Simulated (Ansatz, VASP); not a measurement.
# SnO2: VASP beside Ansatz

Wanted: the spread between two codes on one cell, functional and k mesh. The cell is taken from a series of runs on this material, whose earlier steps may have relaxed, scaled, displaced or heated it; both programs get it as it stands.

Method: plane waves, with VASP 6.6.1 beside it; single point at LDA, in Ansatz 0.2.0.

### 1. Starting point

Symmetry: P4_2/mnm, No. 136, tetragonal system. Conventional cell: a = 4.732 Å, b = 4.732 Å, c = 3.184 Å, α = 90.00°, β = 90.00°, γ = 90.00°. Sn has 6 O at 2.05 Å nearest. Nearest to O lie 3 Sn at 2.05 Å. Farther neighbours and most contacts between anions are not listed.

### 2. Ansatz: single point, LDA, pair 1

Ansatz runs on its PAW soft_1 files.

A single point gives forces, pressure and levels at one fixed geometry, so differences don't come from the geometry; what else differs is listed under the comparison.

Input file input.yaml:

```yaml
crystal:
  lattice:
    - [-3.18391906, 3.3461806, 3.34574058]
    - [3.18391906, -3.3461806, 3.34574058]
    - [3.18391906, 3.3461806, -3.34574058]
  atoms:
    - { symbol: Sn, position: [1.0, 0.25, 0.75] }
    - { symbol: Sn, position: [0.0, 0.75, 0.25] }
    - { symbol: Sn, position: [0.5, 0.5, 0.5] }
    - { symbol: Sn, position: [0.5, 0.0, 0.0] }
    - { symbol: O, position: [0.1939308218, 0.1939308218, 0.5] }
    - { symbol: O, position: [0.6939334631, 0.75, 0.9439334631] }
    - { symbol: O, position: [0.1939308218, 0.6939308218, 1.0] }
    - { symbol: O, position: [0.3060665369, 0.75, 0.5560665369] }
    - { symbol: O, position: [0.6939334631, 0.25, 0.4439334631] }
    - { symbol: O, position: [0.3060665369, 0.25, 0.0560665369] }
    - { symbol: O, position: [0.8060691782, 0.3060691782, 0.0] }
    - { symbol: O, position: [0.8060691782, 0.8060691782, 0.5] }
kpoints:
  mp_grid: { grid: [6, 6, 6] }
  band_path:
    path:
      - [0.0, 0.0, 0.0]
      - [0.5, -0.5, 0.5]
      - [0.47634207, -0.47634207, 0.52365793]
      - [-0.47634207, 0.47634207, 0.47634207]
      - [0.0, 0.5, 0.0]
      - [0.25, 0.25, 0.25]
      - [0.5, 0.0, 0.0]
      - [0.0, 0.0, 0.5]
    npoints: 1
hamiltonian:
  xc: lda
  pseudopotentials: { kind: paw, azcp: { folder: soft_1 }, xc_functional: pbe }
scf:
  occupations: { method: fermi_dirac, width: 0.02 }
  n_extra_bands: 8
output:
  eigenvalues: true
  forces: true
  stress: true
```

The run is started by

```console
$ ansatz run input.yaml --threads 2 --pin off --max-ram 92160MiB --backend cuda --events-out ev --progress --plain --runs-dir out --devices 1 --max-vram 13GiB
```

Numbers of over 12 decimals in the logs are rounded to 6 here.

Output:

```text
scf.n_extra_bands = 8 over 52 filled bands (N_el = 104.0): the run solves 60 bands
GPUs: using 1 of 1 available (devices: 1).
Engine: ansatz 0.2.0, x86_64-unknown-linux-gnu
Pseudopotentials: kind: paw
Pseudopotential: Sn, paw, valence charge 14, recommended cutoff 420 eV (normal), soft_1/Sn.paw.azcp
Pseudopotential: O, paw, valence charge 6, recommended cutoff 420 eV (normal), soft_1/O.paw.azcp
Functional definition: SPW92
  exchange = slater_x
  correlation = pw_c
device memory: the entry about to start is reckoned to put 3.1 GiB on a device that reports 62.1 GiB free (of which the cap on the GPU budget leaves the run 13.0 GiB)
GPU FFT provider: cuFFT
GPU libraries: cuBLAS 13.8.2, cuFFT 12.4.0, cuSOLVER 12.3.4
Crystal: 12 atoms, lattice volume = 142.582 Å³
Basis set: ecut = 420 eV, 2795 PW (Γ)
Bands: 60, of which v1, the nominal top of the filled ones, is band 52 counted from 1 (51 counted from 0)
Symmetry: 16 space group operations
Space group: Cmmm (ITA 65), of the structure as read, at distance tolerance 5.2e-5 Å
k-points: 46 of 216
Non-local potential: Sn, projectors of the file, l = 0: 2, l = 1: 2, l = 2: 2, l = 3: 1
Non-local potential: O, projectors of the file, l = 0: 2, l = 1: 2, l = 2: 1
PAW form: soft (Blöchl's): semilocal exchange-correlation on the pseudo side does not see the compensation charge
PAW frozen core: Sn, regenerated for the run's functional, and the local potential with it (the file was generated under x = pbe(κ = 0.804, μ = 0.219515), c = pbe(β = 0.066725))
PAW frozen core: O, regenerated for the run's functional, and the local potential with it (the file was generated under x = pbe(κ = 0.804, μ = 0.219515), c = pbe(β = 0.066725))
PAW one-centre angular grid: Sn, 590 points (default); XC on 64 Gauss nodes
PAW one-centre angular grid: O, 110 points (default); XC on 64 Gauss nodes
Initial density: superposition of atomic densities (chi_scale 0.1, normalization cell, long waves kept (reshape's long-wave potential 0.00 eV rms))
Initial wavefunctions: pseudopotential atomic-orbital guess
GPU buffer pool allocated for 64000 grid points (all kernels)
GPU transforms: local potential and band sums: pruned to the plane-wave sphere, on 40×40×40
Functional: x = slater, c = lda
SCF iter   1: F=—  HF=-27962.522634 eV  |F-HF|=—  |Δ(HF+E_count)|=         —  Δρ=6.95e-2  dr2=5.21e0  ethr=3.10e-3  ⟨swp⟩=6.5  Hψ=10704  notcnv=0
preconditioner: auto → Resta (q_TF=auto, 2.589 Å⁻¹)  ε∞=3.9  [insulator: Δε(μ)=1.593 eV  Ē_g=18.740 eV  σ=0.020 eV  W_gap=1.00  n_scr=42 (ndim 8)  ℏωp=31.7 eV  f_vac=0.000  D(μ)=0.00/eV (n_scr^D=0)  ε∞_Penn≈3.9]
SCF iter   2: F=—  HF=-27961.337709 eV  |F-HF|=—  |Δ(HF+E_count)|=    1.18e0  Δρ=3.42e-2  dr2=8.91e-1  ethr=3.10e-3  ⟨swp⟩=3.1  Hψ=5712  notcnv=0  defer=126
SCF iter   3: F=—  HF=-27961.116390 eV  |F-HF|=—  |Δ(HF+E_count)|=   2.21e-1  Δρ=1.05e-2  dr2=1.42e-1  ethr=8.57e-4  ⟨swp⟩=3.1  Hψ=5129  notcnv=0  defer=126
SCF iter   4: F=—  HF=-27961.080884 eV  |F-HF|=—  |Δ(HF+E_count)|=   3.55e-2  Δρ=1.92e-3  dr2=3.90e-3  ethr=1.36e-4  ⟨swp⟩=2.2  Hψ=3853  notcnv=0  defer=126
SCF iter   5: F=—  HF=-27961.081549 eV  |F-HF|=—  |Δ(HF+E_count)|=   6.64e-4  Δρ=6.07e-4  dr2=3.98e-4  ethr=3.75e-6  ⟨swp⟩=2.3  Hψ=4185  notcnv=0  defer=126
SCF iter   6: F=—  HF=-27961.081227 eV  |F-HF|=—  |Δ(HF+E_count)|=   3.22e-4  Δρ=8.10e-5  dr2=6.83e-6  ethr=3.83e-7  ⟨swp⟩=2.9  Hψ=4469  notcnv=0  defer=126
SCF iter   7: F=—  HF=-27961.081558 eV  |F-HF|=—  |Δ(HF+E_count)|=   3.31e-4  Δρ=3.43e-5  dr2=1.42e-6  ethr=6.56e-9  ⟨swp⟩=2.0  Hψ=4103  notcnv=0  defer=126
SCF iter   8: F=—  HF=-27961.081558 eV  |F-HF|=—  |Δ(HF+E_count)|=   1.76e-7  Δρ=1.91e-5  dr2=4.34e-7  ethr=1.36e-9  ⟨swp⟩=2.2  Hψ=4059  notcnv=0  defer=126
SCF iter   9: F=-27961.081558 eV  HF=-27961.081558 eV  |F-HF|=2.55e-8  |Δ(HF+E_count)|=   6.64e-8  Δρ=5.56e-6  dr2=3.90e-8  ethr=9.62e-11  ⟨swp⟩=12.0  Hψ=12266  notcnv=0
SCF 1 converged in 9 iterations: F = -27961.081558 eV  dr2 = 3.90e-8
  greatest PAW one-centre occupation: 0.998 electrons in one spin orbital (limit 2), on the Sn atom at site 3 (counted from 0), in its partial waves of l = 2
device memory: the entry about to start is reckoned to put 2.0 GiB on a device that reports 66.9 GiB free (of which the cap on the GPU budget leaves the run 13.0 GiB)
NSCF: frozen V_eff on 8 k-points
SCF converged after 9 iterations
Free energy (F): -27961.081558 eV
Harris-Foulkes:  -27961.081558 eV  (|F-HF|=2.55e-8)
Internal energy: -27961.081558 eV  (E = F + TS)
E sigma→0 (E₀):  -27961.081558 eV
Fermi energy:    9.828655 eV
--- Per-component energies (eV) ---
  E_band       = -253.492807
  E_kinetic    = 2034.121597
  E_local      = -6326.084295  (includes V_loc(G=0)·N_el)
  E_nonlocal   = 1036.931815
  E_hartree    = 2865.775857
  E_xc         = -1059.967514
  E_vxc        = -1046.281577  (∫ρ·V_xc dr)
  E_paw        = -18135.642909  (= ΣΔE_a)
  E_vpaw       = -1683.738606  (= ΣTr[D̂ρ^β])
  E_aug_tail   = 0.007986  (compensation charges beyond the density's cutoff)
  E_ewald      = -8378.699032
  E_core_change = 2.474936  (= ΣΔE_core)
  E_smearing   = -0.000000  (= −TS)
  E_closure    = -0.000000  (closes the sum)
  Σ components = -27961.081558   (vs F -27961.081558, Δ=0.00e0)
--- Forces (eV/Å), atoms counted from 1 ---
  atom   1  Sn     0.00000000     0.00000000     0.00000000
  atom   2  Sn     0.00000000     0.00000000     0.00000000
  atom   3  Sn     0.00000000     0.00000000     0.00000000
  atom   4  Sn     0.00000000    -0.00000000     0.00000000
  atom   5  O      0.00000000     0.00000000     0.00129786
  atom   6  O      0.00000000     0.00149298     0.00000000
  atom   7  O      0.00000000     0.00000000     0.00129786
  atom   8  O     -0.00000000    -0.00149298    -0.00000000
  atom   9  O      0.00000000     0.00149298     0.00000000
  atom  10  O     -0.00000000    -0.00149298    -0.00000000
  atom  11  O     -0.00000000     0.00000000    -0.00129786
  atom  12  O     -0.00000000    -0.00000000    -0.00129786
  max |Σ_I F_I| component: 7.37e-18 eV/Å
--- Stress (GPa, compression-positive) ---
       -0.105368       0.000000       0.000000
        0.000000      -0.843863      -0.000000
        0.000000      -0.000000      -0.790090
  P = ⅓ Tr σ = -0.5798 GPa (-5.798 kbar)
--- Band table (eV; the first three rows and the last of 46) ---
  k-point 0: bands = [... 48 lower, 8.4031, 8.4460, 8.4467, 9.2503, 10.4064, 13.9408, 13.9415, 15.2257, ... 4 higher]
  k-point 1: bands = [... 48 lower, 8.3704, 8.4017, 8.4736, 9.1348, 11.1868, 14.1019, 14.1729, 15.2606, ... 4 higher]
  k-point 2: bands = [... 48 lower, 8.3452, 8.4484, 8.5371, 8.9245, 12.5290, 14.2429, 14.7610, 15.4016, ... 4 higher]
  k-point 45: bands = [... 48 lower, 7.9713, 7.9731, 8.3323, 8.3337, 13.9647, 13.9655, 15.2813, 15.2815, ... 4 higher]
```

Reading the cycles: dr2 is the Hartree energy of the density residual (eV), the measure of convergence; HF is the Harris–Foulkes estimate of the energy, which meets the free energy F at convergence.

### 3. VASP: single point, LDA, pair 1

The same cell, functional (in two slightly different forms), mesh and smearing now go to VASP, with its own data sets.

Lines of VASP's logs that name or quote its potential files are left out, and so is its time.

Input file INCAR:

```
SYSTEM = SnO2
PREC = Accurate
ENCUT = 600
EDIFF = 1E-06
NELM = 120
ISMEAR = -1
SIGMA = 0.02
LREAL = .FALSE.
ALGO = Normal
GGA = PW92
NBANDS = 64
LORBIT = 11
LWAVE = .FALSE.
LCHARG = .FALSE.
ISIF = 2
LASPH = .TRUE.
GGA_COMPAT = .FALSE.
EFERMI = MIDGAP
KPAR = 2
```

Input file POSCAR:

```
SnO2
1.0
   -3.1839190600      3.3461806000      3.3457405800
    3.1839190600     -3.3461806000      3.3457405800
    3.1839190600      3.3461806000     -3.3457405800
Sn O
4 8
Direct
    0.0000000000      0.2500000000      0.7500000000
    0.0000000000      0.7500000000      0.2500000000
    0.5000000000      0.5000000000      0.5000000000
    0.5000000000      0.0000000000      0.0000000000
    0.1939308218      0.1939308218      0.5000000000
    0.6939334631      0.7500000000      0.9439334631
    0.1939308218      0.6939308218      0.0000000000
    0.3060665369      0.7500000000      0.5560665369
    0.6939334631      0.2500000000      0.4439334631
    0.3060665369      0.2500000000      0.0560665369
    0.8060691782      0.3060691782      0.0000000000
    0.8060691782      0.8060691782      0.5000000000
```

Input file KPOINTS:

```
Automatic mesh
0
Gamma
6 6 6
0 0 0
```

The projector-augmented-wave data sets are Sn_d and O (LDA family, release 64).

The run is started by

```console
$ mpirun -np 2 vasp_std
```

Output:

```text
[banner, memory and clock lines left out]
running    2 mpi-ranks, on    1 nodes
 distrk:  each k-point on    1 cores,    2 groups
 distr:  one band on    1 cores,    1 groups

 POSCAR found type information on POSCAR SnO
 POSCAR found :  2 types and      12 ions
|                                                                             |
|               ----> ADVICE to this user running VASP <----                  |
|                                                                             |
|     You enforced a specific xc type in the INCAR file but a different       |
|     [... a line on the potential file left out ...]
|     I HOPE YOU KNOW WHAT YOU ARE DOING!                                     |
|                                                                             |

 LDA part: xc-table for (Slater(with rela. corr.)+PW92), standard interpolation
 POSCAR, INCAR and KPOINTS ok, starting setup
 FFT: planning ... GRIDC
 FFT: planning ... GRID_SOFT
 FFT: planning ... GRID
 WAVECAR not read
 entering main loop
       N       E                     dE             d eps       ncg     rms          rms(c)
DAV:   1     0.169601826909E+04    0.16960E+04   -0.52815E+04  6840   0.282E+03
DAV:   2     0.282962882409E+03   -0.14131E+04   -0.13354E+04  6144   0.867E+02
DAV:   3    -0.651698986784E+02   -0.34813E+03   -0.33934E+03  6392   0.299E+02
DAV:   4    -0.960847217618E+02   -0.30915E+02   -0.30575E+02  7320   0.977E+01
DAV:   5    -0.970085354879E+02   -0.92381E+00   -0.92088E+00  6968   0.175E+01    0.223E+01
DAV:   6    -0.846976749998E+02    0.12311E+02   -0.41664E+01  9568   0.698E+01    0.846E+00
DAV:   7    -0.848329809506E+02   -0.13531E+00   -0.47373E+00  6608   0.899E+00    0.468E+00
DAV:   8    -0.846889131405E+02    0.14407E+00   -0.71502E-01  8656   0.595E+00    0.117E+00
DAV:   9    -0.846478339430E+02    0.41079E-01   -0.19524E-01  8864   0.457E+00    0.226E-01
DAV:  10    -0.846480209617E+02   -0.18702E-03   -0.13970E-02  8128   0.837E-01    0.844E-02
DAV:  11    -0.846480738822E+02   -0.52920E-04   -0.99348E-04  8680   0.304E-01    0.319E-02
DAV:  12    -0.846480880021E+02   -0.14120E-04   -0.11883E-04  7936   0.669E-02    0.299E-02
DAV:  13    -0.846480763214E+02    0.11681E-04   -0.45943E-05  8624   0.759E-02    0.265E-03
DAV:  14    -0.846480768092E+02   -0.48787E-06   -0.52989E-06  5736   0.110E-02
   1 F= -.84648077E+02 E0= -.84648077E+02  d E =-.147763E-14
```

Parts of OUTCAR (step 3):

```text
ion  position               nearest neighbor table
   1  0.000  0.250  0.750-   9 2.05  10 2.05   5 2.05   7 2.05  11 2.05  12 2.05   2 3.18   2 3.18
                             3 3.71   4 3.71   4 3.71   3 3.71   3 3.71   4 3.71   4 3.71   3 3.71
   2  0.000  0.750  0.250-   6 2.05   8 2.05   7 2.05   5 2.05  11 2.05  12 2.05   1 3.18   1 3.18
                             4 3.71   3 3.71   3 3.71   4 3.71   4 3.71   4 3.71   3 3.71   3 3.71
   3  0.500  0.500  0.500-   5 2.05  12 2.05   8 2.05   9 2.05  10 2.05   6 2.05   4 3.18   4 3.18
                             1 3.71   2 3.71   1 3.71   2 3.71   1 3.71   2 3.71   1 3.71   2 3.71
   4  0.500  0.000  0.000-   7 2.05  11 2.05   8 2.05   9 2.05  10 2.05   6 2.05   3 3.18   3 3.18
                             2 3.71   1 3.71   2 3.71   1 3.71   1 3.71   1 3.71   2 3.71   2 3.71
   5  0.194  0.194  0.500-   3 2.05   2 2.05   1 2.05
   6  0.694  0.750  0.944-   2 2.05   3 2.05   4 2.05
   7  0.194  0.694  0.000-   4 2.05   2 2.05   1 2.05
   8  0.306  0.750  0.556-   2 2.05   3 2.05   4 2.05
   9  0.694  0.250  0.444-   1 2.05   3 2.05   4 2.05
  10  0.306  0.250  0.056-   1 2.05   3 2.05   4 2.05
  11  0.806  0.306  0.000-   4 2.05   2 2.05   1 2.05
  12  0.806  0.806  0.500-   3 2.05   2 2.05   1 2.05

  LATTYP: Found a body centered orthorhombic cell.
 ALAT       =     6.3678381200
 B/A-ratio  =     1.0508246337
 C/A-ratio  =     1.0509628345

 Subroutine GETGRP returns: Found  8 space group operations
 (whereof  4 operations were pure point group operations)

The static configuration has the point symmetry C_2h.
 The point group associated with its full space group is D_2h.

 Found     46 irreducible k-points:

   k-points           NKPTS =     46   k-points in BZ     NKDIM =     46   number of bands    NBANDS=     64

   dimension x,y,z NGX =    48 NGY =   48 NGZ =   48
   dimension x,y,z NGXF=    96 NGYF=   96 NGZF=   96

   ENCUT  =  600.0 eV  44.10 Ry    6.64 a.u.  11.39 11.39 11.39*2*pi/ulx,y,z

   NELECT =     104.0000    total number of electrons

 k-points in reciprocal lattice and weights: Automatic mesh
   0.00000000  0.00000000  0.00000000       0.005
   0.16666667  0.00000000 -0.00000000       0.019
   0.33333333  0.00000000 -0.00000000       0.019
   0.50000000  0.00000000  0.00000000       0.009
   0.00000000  0.16666667 -0.00000000       0.019
   0.16666667  0.16666667 -0.00000000       0.037
   0.33333333  0.16666667 -0.00000000       0.037
   0.50000000  0.16666667  0.00000000       0.037
  -0.33333333  0.16666667  0.00000000       0.037
[...]
-0.33333333 -0.33333333  0.33333333       0.009
   0.50000000  0.50000000  0.50000000       0.005

 average (electrostatic) potential at core
       1 -99.1656       2 -99.1656       3 -99.1651       4 -99.1651       5 -68.9623
       6 -68.9611       7 -68.9623       8 -68.9611       9 -68.9611      10 -68.9611
      11 -68.9623      12 -68.9623

 E-fermi :   6.4996

 k-point     1 :       0.0000    0.0000    0.0000
  band No.  band energies     occupation
    ...
     48       5.0510      2.00000
     49       5.0524      2.00000
     50       5.0925      2.00000
     51       5.0933      2.00000
     52       5.9058      2.00000
     53       7.0933      0.00000
     54      10.6116      0.00000
     55      10.6123      0.00000
     56      11.8892      0.00000
     57      12.0064      0.00000
    ...

 k-point     2 :       0.1667    0.0000   -0.0000
  band No.  band energies     occupation
    ...
     48       4.8334      2.00000
     49       4.9699      2.00000
     50       4.9712      2.00000
     51       5.1132      2.00000
     52       5.7605      2.00000
     53       7.7838      0.00000
     54      10.8990      0.00000
     55      10.8997      0.00000
     56      11.6600      0.00000
     57      12.1233      0.00000
    ...

 k-point     3 :       0.3333    0.0000   -0.0000
  band No.  band energies     occupation
    ...
     48       4.8289      2.00000
     49       5.0079      2.00000
     50       5.0081      2.00000
     51       5.1656      2.00000
     52       5.4484      2.00000
     53       9.0279      0.00000
     54      11.1573      0.00000
     55      11.6468      0.00000
     56      11.6476      0.00000
     57      12.4660      0.00000
    ...

  Total        1.0353114     -0.0598356     -0.0115022      0.0000000      0.0000000      0.0000000
  in kB       11.6337023     -0.6723670     -0.1292493      0.0000000      0.0000000      0.0000000
  external PRESSURE =       3.6106953 kB  Pullay stress =       0.0000000 kB

  energy-cutoff  :      600.00
  volume of cell :      142.58
      direct lattice vectors                 reciprocal lattice vectors
    -3.183919060  3.346180600  3.345740580     0.000000000  0.149424093  0.149443744
     3.183919060 -3.346180600  3.345740580     0.157039168  0.000000000  0.149443744
     3.183919060  3.346180600 -3.345740580     0.157039168  0.149424093  0.000000000

 POSITION                                       TOTAL-FORCE (eV/Angst)
 -----------------------------------------------------------------------------------
      3.18392      1.67309     -1.67287        -0.000000      0.000000      0.000000
      3.18392     -1.67309      1.67287        -0.000000      0.000000      0.000000
      1.59196      1.67309      1.67287        -0.000000      0.000000     -0.000000
     -1.59196      1.67309      1.67287        -0.000000      0.000000     -0.000000
      1.59196      1.67309     -0.37519         0.000000      0.000000      0.026003
      3.18392      2.97096      1.67287        -0.000000      0.026265     -0.000000
      1.59196     -1.67309      2.97055         0.000000      0.000000      0.026003
      3.18392      0.37522      1.67287         0.000000     -0.026265      0.000000
      0.00000      2.97096      1.67287        -0.000000      0.026265     -0.000000
     -0.00000      0.37522      1.67287         0.000000     -0.026265      0.000000
     -1.59196      1.67309      3.72093        -0.000000      0.000000     -0.026003
      1.59196      1.67309      3.72093        -0.000000      0.000000     -0.026003
 -----------------------------------------------------------------------------------
    total drift:                                0.000000      0.000000     -0.000000

  FREE ENERGIE OF THE ION-ELECTRON SYSTEM (eV)
  ---------------------------------------------------
  free  energy   TOTEN  =       -84.6480768092 eV

  energy  without entropy=      -84.6480768092  energy(sigma->0) =      -84.64807681

 total charge
# of ion       s       p       d       tot
------------------------------------------
    1        0.894   1.129  10.393  12.417
    2        0.894   1.129  10.393  12.417
    3        0.894   1.129  10.393  12.417
    4        0.894   1.129  10.393  12.417
    5        1.546   3.499   0.000   5.045
    6        1.546   3.499   0.000   5.045
    7        1.546   3.499   0.000   5.045
    8        1.546   3.499   0.000   5.045
    9        1.546   3.499   0.000   5.045
   10        1.546   3.499   0.000   5.045
   11        1.546   3.499   0.000   5.045
   12        1.546   3.499   0.000   5.045
--------------------------------------------------
tot         15.944  32.509  41.573  90.027

[... 3 further parts left out ...]
```

The run ends at a pressure of 0.36 GPa, with forces up to 0.026 eV/Å.

### 4. Differences

Known differences besides the potentials themselves: the cutoff is 420 eV in Ansatz and 600 eV in VASP; VASP's log shows a relativistic correction to its local exchange, Ansatz's none. Total energies have different zeros and are not compared.

Both answers:

```
              quantity  Ansatz   VASP  difference
        pressure (GPa)   -0.58   0.36       -0.94
gap on the k mesh (eV)   1.156  1.188      -0.031
```

At this near-relaxed geometry the largest component of a force difference is 25 meV/Å. A gap on the mesh is an upper bound, since the band edges may lie between its points.

(Continued in part 2 of 2.)

[Lines on the potential files, build, host, timing and source positions are cut from VASP's logs without a mark.]

[Logs are printed without paths, hosts, clocks, repeated set-up lines and the standing remarks that a program may print on its own settings, such as how far it seeks lower states.]

[Hosts, paths, dates, database ids (printed as entryN), source tags and the programs' standing remarks are cut or masked in the printed files.]
